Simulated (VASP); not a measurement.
Set up this calculation in VASP 6.6.1, as an ASE script.

```yaml
Task: band structure
Functional: RPBE
Potentials_or_basis: VASP PAW PBE potentials, release 54 (W_sv, Al, C)
Cutoff: 520 eV
k_mesh: 9 × 9 × 3
Occupations: gaussian, width 0.05 eV
Spin: no spin polarisation
Further_INCAR_settings: ALGO = Fast; EDIFF = 1.00e-06; NBANDS = 40; ISYM = 0
```

The system is AlW3C4.

```
CELL_PARAMETERS angstrom
2.83236 0.00000 0.00000
0.00000 2.94741 0.00000
0.00000 0.00000 10.13795
ATOMIC_POSITIONS crystal
W 0.00000 0.50000 0.50165
W 0.00000 0.00000 0.25135
W 0.00000 0.50000 0.00188
Al 0.00000 0.00000 0.73890
C 0.50000 0.00000 0.92552
C 0.50000 0.50000 0.66169
C 0.50000 0.00000 0.41767
C 0.50000 0.50000 0.16804
```

The cell comes from a database or a generator and needn't be the stable form of this composition.

These files were run (other wordings do the same):

run.py

```python
from ase.calculators.vasp import Vasp
from ase.dft.bandgap import bandgap
from ase.spacegroup import crystal

atoms = crystal(
    ['W', 'W', 'W', 'Al', 'C', 'C', 'C', 'C'],
    basis=[[0.0, 0.5, 0.501655], [0.0, 0.0, 0.251347], [0.0, 0.5, 0.001881], [0.0, 0.0, 0.738896], [0.5, 0.0, 0.925522], [0.5, 0.5, 0.661687], [0.5, 0.0, 0.417669], [0.5, 0.5, 0.168044]],
    spacegroup=25,
    setting=1,
    cellpar=[2.832364, 2.947406, 10.137952, 90.0, 90.0, 90.0],
    primitive_cell=True,
)
calc = Vasp(
    directory='calc',
    xc='rpbe',
    pp='PBE',
    setups={'base': 'minimal', 'W': '_sv'},
    pp_version='54',
    prec='Accurate',
    encut=520,
    ediff=1e-06,
    ismear=0,
    sigma=0.05,
    lreal=False,
    lasph=True,
    nelm=80,
    algo='Fast',
    isif=2,
    lwave=False,
    lcharg=True,
    lmaxmix=4,
    kpts=[9, 9, 3],
    gamma=True,
    nbands=40,
)
atoms.calc = calc

print('energy (eV):', atoms.get_potential_energy())
print('free energy (eV):', atoms.get_potential_energy(force_consistent=True))
efermi = calc.get_fermi_level()
print('Fermi level (eV):', efermi)
path = atoms.cell.bandpath(npoints=40, eps=1e-4)
print('path:', path.path)
calc.set(kpts=path.kpts, reciprocal=True, icharg=11, isym=0, lcharg=False)
calc.calculate(atoms)
print('gap on the path (eV):', bandgap(calc, efermi=efermi)[0])
print('direct gap on the path (eV):', bandgap(calc, efermi=efermi, direct=True)[0])
```

Potentials or basis: VASP PAW PBE potentials, release 54 (W_sv, Al, C).

Run with:

```bash
$ python run.py
```

It gave:

```json
{
  "Band gap along the path": "none (metal or under the smearing width)"
}
```

Caveat: the log is that of the step along the path at fixed density, whose energy, stress, charges and moments have no meaning; spin-orbit coupling is left out, which moves the levels of the heavy elements.

Wall time 5.6 min on 1 thread of Intel(R) Xeon(R) Platinum 8259CL CPU @ 2.50GHz (Skylake/Cascade Lake), on a shared host, peak memory 0.26 GiB.
